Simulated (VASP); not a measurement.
All values below come from vdW-DF2, VASP's PBE PAW potentials (set 64) (plane waves; VASP).

VASP ran on this input.

**POSCAR**
```
Pt3Ti
1.0
  4.0630494875   0.0000000000   0.0000000000
  0.0000000000   4.0630494875   0.0000000000
  0.0000000000   0.0000000000   4.0630494875
Ti Pt
1 3
Cart
  0.0000000000   0.0000000000   0.0000000000
  0.0000000000   2.0315247437   2.0315247437
  2.0315247437   0.0000000000   2.0315247437
  2.0315247437   2.0315247437   0.0000000000
```

### INCAR
```
# general
SYSTEM   = Pt3Ti
PREC     = Accurate
ENCUT    = 520   # plane-wave cut-off (eV)
LREAL    = .FALSE.
LASPH    = .TRUE.
ICHARG   = 11   # fixed density

# electronic loop
EDIFF    = 1E-7   # SCF stop (eV)
NELM     = 100   # most electronic steps
ALGO     = Normal
LMAXMIX  = 6

# smearing
ISMEAR   = 0
SIGMA    = 0.05   # width (eV)

# functional
GGA      = ML
LUSE_VDW = .TRUE.
AGGAC    = 0.0
ZAB_VDW  = -1.8867

# output
LWAVE    = .FALSE.
LCHARG   = .FALSE.
LORBIT   = 11
```

**KPOINTS**
```
k-points along high-symmetry lines
15
Line-mode
Reciprocal
  0.000000   0.000000   0.000000 ! GAMMA
  0.000000   0.500000   0.000000 ! X

  0.000000   0.500000   0.000000 ! X
  0.500000   0.500000   0.000000 ! M

  0.500000   0.500000   0.000000 ! M
  0.000000   0.000000   0.000000 ! GAMMA

  0.000000   0.000000   0.000000 ! GAMMA
  0.500000   0.500000   0.500000 ! R

  0.500000   0.500000   0.500000 ! R
  0.000000   0.500000   0.000000 ! X

  0.500000   0.500000   0.500000 ! R
  0.500000   0.500000   0.000000 ! M
```

POTCAR, in this order: Ti_sv Pt (PBE.64 set). Program: vasp_std. Read from the step before: CHGCAR.

The run wrote:

**OUTCAR**
```
 ion  position               nearest neighbor table
   1  0.000  0.000  0.000-   2 2.87   3 2.87   4 2.87   2 2.87   3 2.87   2 2.87   4 2.87   2 2.87
                             3 2.87   4 2.87   3 2.87   4 2.87
   2  0.000  0.500  0.500-   1 2.87   3 2.87   4 2.87   1 2.87   4 2.87   1 2.87   3 2.87   1 2.87
                             3 2.87   4 2.87   4 2.87   3 2.87
   3  0.500  0.000  0.500-   1 2.87   2 2.87   4 2.87   1 2.87   4 2.87   2 2.87   4 2.87   4 2.87
                             1 2.87   2 2.87   1 2.87   2 2.87
   4  0.500  0.500  0.000-   1 2.87   2 2.87   3 2.87   2 2.87   3 2.87   1 2.87   3 2.87   3 2.87
                             1 2.87   2 2.87   2 2.87   1 2.87
  LATTYP: Found a simple cubic cell.
 ALAT       =     4.0630494875
 Subroutine PRICEL returns:
 Original cell was already a primitive cell.
 Subroutine GETGRP returns: Found 48 space group operations
The static configuration has the point symmetry O_h .
The dynamic configuration has the point symmetry O_h .
 Subroutine INISYM returns: Found 48 space group operations
   k-points           NKPTS =     90   k-points in BZ     NKDIM =     90   number of bands    NBANDS=     25
   number of dos      NEDOS =    301   number of ions     NIONS =      4
   total plane-waves  NPLWV =  27000
   dimension x,y,z NGX =    30 NGY =   30 NGZ =   30
   dimension x,y,z NGXF=    60 NGYF=   60 NGZF=   60
   ions per type =               1   3
   PREC   = accura    normal or accurate (medium, high low for compatibility)
   ISTART =      0    job   : 0-new  1-cont  2-samecut
   ICHARG =     11    charge: 1-file 2-atom 10-const
   ISPIN  =      1    spin polarized calculation?
   LNONCOLLINEAR =      F non collinear calculations
   LSORBIT =      F    spin-orbit coupling
   INIWAV =      1    electr: 0-lowe 1-rand  2-diag
   ENCUT  =  520.0 eV  38.22 Ry    6.18 a.u.   7.55  7.55  7.55*2*pi/ulx,y,z
   NELM   =    100;   NELMIN=  2; NELMDL= -5     # of ELM steps
   EDIFF  = 0.1E-06   stopping-criterion for ELM
   LREAL  =      F    real-space projection
   NLSPLINE    = F    spline interpolate recip. space projectors
   LMAXMIX     =    6 max onsite mixed and CHGCAR
   VOSKOWN=      0    Vosko Wilk Nusair interpolation
   EDIFFG = 0.1E-05   stopping-criterion for IOM
   NSW    =      0    number of steps for IOM
   NBLOCK =      1;   KBLOCK =      1    inner block; outer block
   IBRION =     -1    ionic relax: 0-MD 1-quasi-New 2-CG
   NFREE  =      0    steps in history (QN), initial steepest desc. (CG)
   ISIF   =      2    stress and relaxation
   ISYM   =      2    0-nonsym 1-usesym 2-fastsym
   TEIN   =    0.0    initial temperature
   TEBEG  =    0.0;   TEEND  =   0.0 temperature during run
   SMASS  =  -3.00    Nose mass-parameter (am)
   PSTRESS=    0.0 pullay stress
   NELECT =      42.0000    total number of electrons
   EFERMI =   0.00;   METHOD = LEGACY
   ISMEAR =     0;   SIGMA  =   0.05  broadening in eV -4-tet -1-fermi 0-gaus
   IALGO  =     38    algorithm
   LDIAG  =      T    sub-space diagonalisation (order eigenvalues)
   IMIX   =      4    mixing-type and parameters
     AMIX     =   0.40;   BMIX     =  1.00
     AMIX_MAG =   1.60;   BMIX_MAG =  1.00
     AMIN     =   0.10
   GGA     = ML    functional components
   VOSKOWN =     0    Vosko Wilk Nusair interpolation
   LHFCALC =     F    Hartree Fock is set to
   LHFONE  =     F    Hartree Fock one center treatment
   AEXX    =    0.0000 exact exchange contribution
   LUSE_VDW   =     T    switch on vdW DFT
   IVDW    =     0    specifies the selected vdW correction
   LEPSILON=     F    determine dielectric tensor
   LRPA    =     F    only Hartree local field effects (RPA)
  energy-cutoff  :      520.00
  volume of cell :       67.07
      direct lattice vectors                 reciprocal lattice vectors
     4.063049487  0.000000000  0.000000000     0.246120556  0.000000000  0.000000000
     0.000000000  4.063049487  0.000000000     0.000000000  0.246120556  0.000000000
     0.000000000  0.000000000  4.063049487     0.000000000  0.000000000  0.246120556
 k-point     1 :   0.0000 0.0000 0.0000  plane waves:    1839
 k-point     2 :   0.0000 0.0357 0.0000  plane waves:    1815
 k-point     3 :   0.0000 0.0714 0.0000  plane waves:    1819
...
```

### OSZICAR
```
       N       E                     dE             d eps       ncg     rms          rms(c)
DAV:   1     0.380719810465E+03    0.38072E+03   -0.21626E+04  4500   0.179E+03
DAV:   2     0.176224163811E+02   -0.36310E+03   -0.35572E+03  5017   0.440E+02
DAV:   3    -0.120140851452E+02   -0.29637E+02   -0.28386E+02  7171   0.104E+02
DAV:   4    -0.132101666605E+02   -0.11961E+01   -0.11282E+01  5482   0.200E+01
DAV:   5    -0.132645472368E+02   -0.54381E-01   -0.52291E-01  6735   0.388E+00
DAV:   6    -0.132656605667E+02   -0.11133E-02   -0.11090E-02  5739   0.485E-01
DAV:   7    -0.132657010525E+02   -0.40486E-04   -0.40382E-04  6867   0.726E-02
DAV:   8    -0.132657028687E+02   -0.18163E-05   -0.18150E-05  5660   0.889E-03
DAV:   9    -0.132657029254E+02   -0.56658E-07   -0.55646E-07  4413   0.141E-03
   1 F= -.13265703E+02 E0= -.13260667E+02  d E =-.100715E-01
```

OUTCAR:
```
 val. band max:        9.9552180647   @ k =   0.0000   0.3929   0.0000

 cond. band min:       9.9670040455   @ k =   0.1429   0.1429   0.0000



 k-point     1 :       0.0000    0.0000    0.0000
  band No.  band energies     occupation
      1     -48.4152      2.00000
      2     -24.6059      2.00000
      3     -24.6059      2.00000
      4     -24.6059      2.00000
      5       1.1335      2.00000
      6       3.8916      2.00000
      7       4.1540      2.00000
      8       4.1540      2.00000
      9       4.4259      2.00000
     10       4.4259      2.00000
     11       4.4259      2.00000
     12       6.9403      2.00000
     13       6.9403      2.00000
     14       6.9403      2.00000
     15       8.5078      2.00000
     16       8.5078      2.00000
     17       9.4446      2.00000
     18       9.9414      1.37366
     19       9.9414      1.37366
     20       9.9414      1.37361
     21      11.0651      0.00000
     22      11.0651      0.00000
     23      11.5433      0.00000
     24      11.5433      0.00000
     25      11.5434      0.00000

 k-point     2 :       0.0000    0.0357    0.0000
  band No.  band energies     occupation
      1     -48.4151      2.00000
      2     -24.6061      2.00000
      3     -24.6059      2.00000
      4     -24.6059      2.00000
      5       1.1486      2.00000
      6       3.9007      2.00000
      7       4.1589      2.00000
      8       4.1663      2.00000
      9       4.4312      2.00000
     10       4.4344      2.00000
     11       4.4345      2.00000
     12       6.9320      2.00000
     13       6.9447      2.00000
     14       6.9447      2.00000
     15       8.4962      2.00000
     16       8.5096      2.00000
     17       9.4327      2.00000
     18       9.8831      1.96734
     19       9.8831      1.96733
     20       9.9414      1.37268
     21      11.0418      0.00000
     22      11.0589      0.00000
     23      11.4202      0.00000
     24      11.4203      0.00000
...
```

The density is held fixed in this step, so its total energy and stress have no physical meaning. Unless said otherwise, spin-orbit coupling is left out, though it shifts the bands of the heavy elements here.

The compound is Pt3Ti in the L1_2 structure. It was relaxed first, which changed the volume by +11 %.
